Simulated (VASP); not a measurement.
# SmBe: structure and properties in VASP, part 4 of 4

What structure does SmBe take at this level, and what are its properties? The cell is invented: it takes the structure of a Materials Project entry for HoCd (space group 221 there), with all of its atoms replaced by other elements, volume scaled by an estimate. It may not be a known or stable phase.

VASP 6.6.1, plane waves and PAW; the level of theory is named at each step.

Still holding for the runs below: The cell holds one magnetic atom, so no antiferromagnetic order fits into it. Without U or exact exchange f electrons of an open shell on Sm come out too delocalised, which can shrink the cell and pin f bands at the Fermi level. Spin-orbit coupling is off here; it can split and shift levels that hold much weight on Sm by tenths of an eV or more.

So far, moment of the cell, from the last line of the log (μB): step 2 (relaxing cell and atoms (vdW-DF)) 5.95; step 6 (total and projected DOS (vdW-DF)) 5.79.

The structure was built from a prototype and need not be the compound's stable phase.

**7. Independent-particle dielectric function (vdW-DF)**

Level of this step: vdW-DF, spin-polarised from a ferromagnetic start; plane waves and PAW (Sm, Be); invented cell (VASP).

LOPTICS sums transitions from filled to empty bands. NBANDS is raised for it.

File INCAR:

```
SYSTEM = SmBe
PREC = Accurate
ENCUT = 450
EDIFF = 1E-06
NELM = 100
ISMEAR = 1
SIGMA = 0.2
LREAL = .FALSE.
ALGO = Normal
GGA = RE
AGGAC = 0
LUSE_VDW = .TRUE.
LASPH = .TRUE.
NBANDS = 25
ISPIN = 2
MAGMOM = 5.449 0.023
LMAXMIX = 6
LORBIT = 11
LWAVE = .FALSE.
LCHARG = .FALSE.
LOPTICS = .TRUE.
NEDOS = 1500
CSHIFT = 0.1
```

File POSCAR:

```
SmBe
1.0
    3.5659977733      0.0000000000      0.0000000000
    0.0000000000      3.5659977733      0.0000000000
    0.0000000000      0.0000000000      3.5659977733
Sm Be
1 1
Direct
    0.5000000000      0.5000000000      0.5000000000
    0.0000000000      0.0000000000      0.0000000000
```

File KPOINTS:

```
Automatic mesh
0
Gamma
11 11 11
0 0 0
```

PAW data sets: Sm and Be (PBE family, release 64).

Started as:

```bash
$ mpirun -np 1 vasp_std
```

The program printed:

```text
[... set-up lines as in an earlier step ...]
 entering main loop
       N       E                     dE             d eps       ncg     rms          rms(c)
DAV:   1     0.101650557788E+03    0.10165E+03   -0.57221E+03  8048   0.247E+03
DAV:   2     0.793563450929E+01   -0.93715E+02   -0.84323E+02  7747   0.256E+02
DAV:   3    -0.348555131379E+01   -0.11421E+02   -0.11077E+02  7902   0.705E+01
DAV:   4    -0.551124807609E+01   -0.20257E+01   -0.19506E+01 10239   0.189E+01
DAV:   5    -0.558826778866E+01   -0.77020E-01   -0.76881E-01  8690   0.533E+00    0.304E+01
DAV:   6    -0.128138523578E+02   -0.72256E+01   -0.10978E+01  7172   0.775E+01    0.667E+01
DAV:   7    -0.944496052174E+01    0.33689E+01   -0.17469E+00  7200   0.267E+01    0.293E+01
DAV:   8    -0.867887623053E+01    0.76608E+00   -0.20557E+01  6844   0.511E+01    0.330E+01
DAV:   9    -0.793594228190E+01    0.74293E+00   -0.81677E-01 10693   0.943E+00    0.189E+01
DAV:  10    -0.747429817799E+01    0.46164E+00   -0.60949E-01  8081   0.158E+01    0.115E+01
DAV:  11    -0.762087600752E+01   -0.14658E+00   -0.81608E-01 10187   0.777E+00    0.104E+01
DAV:  12    -0.761853948057E+01    0.23365E-02   -0.10029E-02  9132   0.669E-01    0.103E+01
DAV:  13    -0.763902301627E+01   -0.20484E-01   -0.45395E-03  9581   0.711E-01    0.111E+01
DAV:  14    -0.760514366659E+01    0.33879E-01   -0.16563E-02  7636   0.166E+00    0.871E+00
DAV:  15    -0.756380878330E+01    0.41335E-01   -0.16892E-01  7507   0.519E+00    0.139E+00
DAV:  16    -0.756599883519E+01   -0.21901E-02   -0.57118E-03  8816   0.421E-01    0.684E-01
DAV:  17    -0.756698525353E+01   -0.98642E-03   -0.67414E-04  9384   0.354E-01    0.897E-01
DAV:  18    -0.756676616014E+01    0.21909E-03   -0.38815E-04  9234   0.201E-01    0.660E-01
DAV:  19    -0.756649650433E+01    0.26966E-03   -0.66489E-04  8424   0.411E-01    0.131E-01
DAV:  20    -0.756653171522E+01   -0.35211E-04   -0.47686E-05  9894   0.560E-02    0.126E-01
DAV:  21    -0.756652209870E+01    0.96165E-05   -0.11769E-05  9415   0.336E-02    0.938E-02
DAV:  22    -0.756651742657E+01    0.46721E-05   -0.48836E-06  7415   0.352E-02    0.113E-02
DAV:  23    -0.756651703438E+01    0.39219E-06   -0.78397E-07  4537   0.849E-03
   1 F= -.75665170E+01 E0= -.75563538E+01  d E =-.304898E-01  mag=     5.8080
 optical routines
 imaginary and real dielectric function
 recalculating local potential from charge density
 direction            1
 direction            2
 direction            3
```

Elapsed: 4.9 min, on 1 MPI rank of AMD EPYC 7R43, shared host; peak memory 0.42 GiB.

From OUTCAR (step 7):

```text
   k-points           NKPTS =     56   k-points in BZ     NKDIM =     56   number of bands    NBANDS=     25

   NELECT =      18.0000    total number of electrons

 E-fermi :   3.0939

 spin component 1
 k-point     1 :       0.0000    0.0000    0.0000
  band No.  band energies     occupation
    ...
      8       2.5573      1.00049
      9       2.5573      1.00049
     10       2.9833      0.89786
     11       2.9833      0.89776
     12       2.9833      0.89776
     13       3.1493      0.27534
     14       3.1493      0.27534
     15       7.1727      0.00000
     16       7.1727      0.00000
     17       7.1727      0.00000
    ...

 k-point     2 :       0.0909    0.0000    0.0000
  band No.  band energies     occupation
    ...
      8       2.5641      1.00058
      9       2.5642      1.00058
     10       2.9476      0.97034
     11       2.9877      0.88654
     12       2.9878      0.88644
     13       3.1606      0.23458
     14       3.2341      0.03973
     15       6.7212     -0.00000
     16       6.7212     -0.00000
     17       7.0747     -0.00000
    ...

  Total        0.0044372      0.0044372      0.0044372     -0.0000000     -0.0000000      0.0000000
  in kB        0.1567736      0.1567736      0.1567736     -0.0000000     -0.0000000      0.0000000
  external PRESSURE =       0.1567736 kB  Pullay stress =       0.0000000 kB

  FREE ENERGIE OF THE ION-ELECTRON SYSTEM (eV)
  ---------------------------------------------------
  free  energy   TOTEN  =        -7.5665170344 eV

  energy  without entropy=       -7.5360272050  energy(sigma->0) =       -7.55635376

Total vdW correction in eV:      2.7559906

Total vdW correction in eV:      2.7559906

 plasma frequency squared (from intraband transitions) (eV^2)
  --------------------------------------------------------------------------------------
      21.414       0.000       0.000
       0.000      21.414      -0.000
       0.000      -0.000      21.414

 magnetization (x)
# of ion       s       p       d       f       tot
--------------------------------------------------
    1       -0.014  -0.090   0.077   5.443   5.415
    2       -0.013   0.013   0.000   0.000   0.001
--------------------------------------------------
tot         -0.027  -0.077   0.077   5.443   5.416

[... 8 parts as in an earlier step ...]

[... 14 further parts left out ...]
```

These are independent-particle spectra without excitons or local fields. Fine structure and low peaks depend on the mesh and on CSHIFT. The intraband (Drude) part is not in this spectrum.

This step gave:

| Property | Result |
| --- | --- |
| SCF cycles | 23 |
| bands | 25 |
| free energy (TOTEN) | -7.567 eV |
| Fermi energy | 3.094 eV |
| pressure | 0.01568 GPa |
| moment of the cell, from the last line of the log | 5.808 μB |

The imaginary dielectric function, xx has structure finer than the step of the table below, so its rows give means over 1 eV, whole bins alone (the curve runs from 0 to 25.0 eV). Peaks (eV: height): 0.4: 39.0.

The imaginary dielectric function, xx by photon energy; means over each step:

```tsv
photon energy (eV)	imaginary dielectric function, xx
1	31.0
2	12.5
3	11.2
4	6.60
5	4.71
6	2.99
7	1.71
8	1.41
9	1.04
10	0.923
11	0.581
12	0.516
13	0.431
14	0.313
15	0.255
16	0.196
17	0.180
18	0.550
19	0.765
20	1.71
21	1.38
22	1.34
23	1.23
24	0.946
```

Real dielectric function, xx against photon energy:

```tsv
photon energy (eV)	real dielectric function, xx
0	77.8
1	5.69
2	3.95
3	-2.48
4	-2.85
5	-1.39
6	-2.16
7	-1.22
8	-0.633
9	-0.137
10	0.00910
11	0.0594
12	0.405
13	0.437
14	0.783
15	0.797
16	1.08
17	1.32
18	1.79
19	1.80
20	1.08
21	1.13
22	0.682
23	0.543
24	0.307
```

**8. Relaxing the atoms (vdW-DF) with a changed input**

This run is made with a changed input; what comes of it follows.

File INCAR:

```
SYSTEM = SmBe
PREC = Accurate
ENCUT = 450
EDIFF = 1E-06
NELM = 94
ISMEAR = 1
SIGMA = 0.2
LREAL = .FALSE.
ALGO = Normal
GGA = RE
AGGAC = 0
LUSE_VDW = .TRUE.
LASPH = .TRUE.
NBANDS = 16
ISPIN = 2
MAGMOM = 5.449 0.023
LMAXMIX = 6
LORBIT = 11
LWAVE = .FALSE.
LCHARG = .FALSE.
IBRION = 2
NSW = 3
ISIF = 2
EDIFFG = -0.01
```

POSCAR is that of step 7.

File KPOINTS:

```
Automatic mesh
0
Gamma
8 8 8
0 0 0
```

Started as:

```bash
$ mpirun -np 1 vasp_std
```

The program printed:

```text
[... set-up lines as in an earlier step ...]
 entering main loop
       N       E                     dE             d eps       ncg     rms          rms(c)
DAV:   1     0.110233030568E+03    0.11023E+03   -0.63768E+03  2600   0.393E+03
DAV:   2     0.953038333051E+01   -0.10070E+03   -0.93625E+02  3088   0.284E+02
DAV:   3    -0.396206887662E+01   -0.13492E+02   -0.13258E+02  3496   0.102E+02
DAV:   4    -0.544767845934E+01   -0.14856E+01   -0.14235E+01  4144   0.282E+01
DAV:   5    -0.556478450874E+01   -0.11711E+00   -0.11584E+00  3360   0.817E+00    0.306E+01
DAV:   6    -0.124932486733E+02   -0.69285E+01   -0.14678E+01  2904   0.117E+02    0.774E+01
DAV:   7    -0.993847201913E+01    0.25548E+01   -0.16575E+00  3536   0.330E+01    0.340E+01
DAV:   8    -0.836931832973E+01    0.15692E+01   -0.20965E+01  3232   0.801E+01    0.305E+01
DAV:   9    -0.785903608778E+01    0.51028E+00   -0.10204E+00  4192   0.149E+01    0.172E+01
DAV:  10    -0.751696827835E+01    0.34207E+00   -0.88869E-01  3656   0.237E+01    0.903E+00
DAV:  11    -0.760083779536E+01   -0.83870E-01   -0.25641E-01  4224   0.577E+00    0.938E+00
DAV:  12    -0.759457914924E+01    0.62586E-02   -0.17667E-02  4144   0.101E+00    0.959E+00
DAV:  13    -0.759208544690E+01    0.24937E-02   -0.65642E-04  4144   0.229E-01    0.908E+00
DAV:  14    -0.758524325422E+01    0.68422E-02   -0.24567E-03  3912   0.658E-01    0.740E+00
DAV:  15    -0.756613923230E+01    0.19104E-01   -0.55083E-02  3992   0.357E+00    0.183E+00
DAV:  16    -0.756557090336E+01    0.56833E-03   -0.13622E-02  4328   0.175E+00    0.803E-01
DAV:  17    -0.756639436531E+01   -0.82346E-03   -0.44381E-03  4016   0.836E-01    0.924E-01
DAV:  18    -0.756604061036E+01    0.35375E-03   -0.11853E-03  3496   0.689E-01    0.366E-01
DAV:  19    -0.756604006891E+01    0.54145E-06   -0.13566E-04  4360   0.885E-02    0.104E-01
DAV:  20    -0.756604297718E+01   -0.29083E-05   -0.11107E-05  3952   0.241E-02    0.709E-02
DAV:  21    -0.756604346906E+01   -0.49188E-06   -0.13629E-05  3712   0.426E-02    0.342E-02
DAV:  22    -0.756604417563E+01   -0.70657E-06   -0.83178E-07  1936   0.160E-02
   1 F= -.75660442E+01 E0= -.75556438E+01  d E =-.756604E+01  mag=     5.9509
 curvature:   0.00 expect dE= 0.000E+00 dE for cont linesearch  0.000E+00
 trial: gam= 0.00000 g(F)=  0.000E+00 g(S)=  0.000E+00 ort = 0.000E+00 (trialstep = 0.100E+01)
 search vector abs. value=  0.100E-09
 reached required accuracy - stopping structural energy minimisation
```

The job ended after 2.5 min (1 MPI rank; peak memory 0.34 GiB).

OUTCAR, selected parts (step 8):

```text
   NELECT =      18.0000    total number of electrons

 E-fermi :   3.1408

 spin component 1
 k-point     1 :       0.0000    0.0000    0.0000
  band No.  band energies     occupation
    ...
     10       3.0238      0.91330
     11       3.0238      0.91321
     12       3.0238      0.91321
     13       3.1235      0.57292
     14       3.1235      0.57292
     15       7.1283     -0.00000
     16       7.1283     -0.00000

 k-point     2 :       0.1250    0.0000    0.0000
  band No.  band energies     occupation
    ...
      9       2.6145      1.00063
     10       2.9608      1.01147
     11       3.0320      0.89334
     12       3.0321      0.89324
     13       3.1204      0.58613
     14       3.2782      0.04475
     15       6.4227     -0.00000
     16       6.4227     -0.00000

Total vdW correction in eV:      2.7561670

  Total        0.0195661      0.0195661      0.0195661      0.0000000      0.0000000     -0.0000000
  in kB        0.6913078      0.6913078      0.6913078      0.0000000      0.0000000     -0.0000000
  external PRESSURE =       0.6913078 kB  Pullay stress =       0.0000000 kB

  FREE ENERGIE OF THE ION-ELECTRON SYSTEM (eV)
  ---------------------------------------------------
  free  energy   TOTEN  =        -7.5660441756 eV

  energy  without entropy=       -7.5348430756  energy(sigma->0) =       -7.55564381

Total vdW correction in eV:      2.7559984

 magnetization (x)
# of ion       s       p       d       f       tot
--------------------------------------------------
    1       -0.014  -0.086   0.098   5.452   5.450
    2       -0.009   0.032   0.000   0.000   0.023
--------------------------------------------------
tot         -0.023  -0.054   0.098   5.452   5.473

[... 10 parts as in an earlier step ...]

[... 14 further parts left out ...]
```

CONTCAR:

```
SmBe
   1.00000000000000
     3.5659977732999999    0.0000000000000000    0.0000000000000000
     0.0000000000000000    3.5659977732999999    0.0000000000000000
     0.0000000000000000    0.0000000000000000    3.5659977732999999
  Sm              Be
     1     1
Direct
     0.5000000000000000    0.5000000000000000    0.5000000000000000
     0.0000000000000000    0.0000000000000000    0.0000000000000000
```

The run converged, and its energy and pressure stay near those of the sound run.

Against the sound run on this cell (bands along the symmetry lines (vdW-DF)) the energy at zero smearing moves by -0.0 meV an atom and the pressure by +0.03 GPa.

Settings moved from the usual: NELM = 94 and NSW = 3.

**9. What came out**

| Property | Result |
| --- | --- |
| relaxed volume | 22.67 Å³/atom |
| relaxed conventional cell a, b, c | 3.566, 3.566, 3.566 Å |
| space group after relaxing, within 0.02 Å | Pm-3m (No. 221) |
| moment of the cell (8×8×8 mesh) | 5.95 μB |
| largest site moment (8×8×8 mesh) | 5.45 μB on Sm1 |
| band gap | none, a metal |

What this shows: With vdW-DF, SmBe relaxes to 22.67 Å³/atom in space group Pm-3m, comes out as a metal and keeps moments of up to 5.45 μB (8×8×8 mesh). Bands along the symmetry lines (vdW-DF), spin up: Of the bands kept, 3 cross the Fermi level on this path. Bands along the symmetry lines (vdW-DF), spin down: Of the bands kept, 2 cross the Fermi level on this path. Spin-orbit coupling is left out, and with elements this heavy it would split and shift bands near the Fermi level. The k-sampling is coarse for a metal, so the Fermi level, moments, pressures and the shape of the cell carry errors. Only the typed magnetic starts were tried, so the magnetic ground state may differ and with it the other results. No search among competing phases was made. All values are for a static lattice at zero temperature.

[Lines on the potential files, build, host, timing and source positions are cut from VASP's logs without a mark.]

[Logs are printed without paths, hosts, clocks, repeated set-up lines and the standing remarks that a program may print on its own settings, such as how far it seeks lower states.]

[Hosts, paths, dates, database ids (printed as entryN), source tags and the programs' standing remarks are cut or masked in the printed files.]

[A measured line is paired with the nearest computed mode of its activity, which favours agreement.]

[In band tables of VASP the shares of atoms and orbitals are scaled to a sum of 1 inside the atoms' spheres.]
